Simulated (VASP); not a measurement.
VASP runs on NbC (rock salt) share one base input (PBE GGA, plane waves, VASP's PBE PAW potentials (set 64)) and change the settings named in each case.

INCAR:
```
SYSTEM = NbC
PREC = Accurate
ENCUT = 520
EDIFF = 1E-6
NELM = 100
ALGO = Normal
LREAL = .FALSE.
LASPH = .TRUE.
ISMEAR = 1
SIGMA = 0.1
GGA = PE
LMAXMIX = 4
LWAVE = .FALSE.
LCHARG = .FALSE.
ISIF = 2
```

KPOINTS:
```
Automatic mesh
0
Gamma
  12 12 12
0 0 0
```

POSCAR:
```
NbC
1
    0.0000000000     2.2797000000     2.2797000000
    2.2797000000     0.0000000000     2.2797000000
    2.2797000000     2.2797000000     0.0000000000
Nb C
1 1
Direct
  0.0000000000   0.0000000000   0.0000000000
  0.5000000000   0.5000000000   0.5000000000
```

POTCAR, in this order: Nb_sv C (PBE.64 set). Program: vasp_std.

```tsv
change	pressure (GPa)	electronic steps
base run	-13.73	13
EDIFF = 1E-2	-15.42	9
EDIFF = 1E-3	-14.54	10
EDIFF = 1E-4	-13.83	11
EDIFF = 1E-5	-13.81	12
EDIFF = 1E-8	-13.67	17
```

Left out are runs that ran out of time, are held back, or changed the cell or the kind of run, fixed moments of cells without a moment, rows past the twelfth, gaps on odd meshes, pressures of charged cells and columns that move by less than the noise.

The compound is NbC in the rock salt structure. The cell was not relaxed at this level. The electron count is odd and the run is not spin-polarised, which forces a metal.
